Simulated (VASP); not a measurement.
Level of theory: PBE GGA, VASP's PBE PAW potentials (set 64) (plane waves; VASP 6.6.1).

VASP ran on this input.

### INCAR
```
ALGO = Normal
EDIFF = 1E-6
ENCUT = 300
GGA = PE
ISIF = 2
ISMEAR = 1
LASPH = .TRUE.
LCHARG = .FALSE.
LMAXMIX = 6
LREAL = .FALSE.
LWAVE = .FALSE.
NELM = 100
PREC = Accurate
SIGMA = 0.05
SYSTEM = PtSe2
```

**POSCAR**
```
PtSe2
1
    3.6676690000     0.0000000000     0.0000000000
   -1.8338350000     3.1762950000     0.0000000000
    0.0000000000     0.0000000000    16.9820380000
Pt Se
1 2
Direct
  0.0000000000   0.0000000000   0.5000000000
  0.3333330000   0.6666670000   0.5878000000
  0.6666670000   0.3333330000   0.4122000000
```

KPOINTS:
```
Automatic mesh
0
Gamma
7 7 1
0 0 0
```

POTCAR, in this order: Pt Se (PBE.64 set). Program: vasp_std.

What will the output report for the number of irreducible k-points (NKPTS), largest plane-wave count, number of space-group operations, FFT grid (NGX, NGY, NGZ)?

```json
{
 "number of irreducible k-points (NKPTS)": "8",
 "largest_plane_wave_count": "2351",
 "number_of_space_group_operations": "12",
 "FFT grid (NGX, NGY, NGZ)": "24 × 24 × 96"
}
```

The cell is a sheet with vacuum, built from a generated structure.
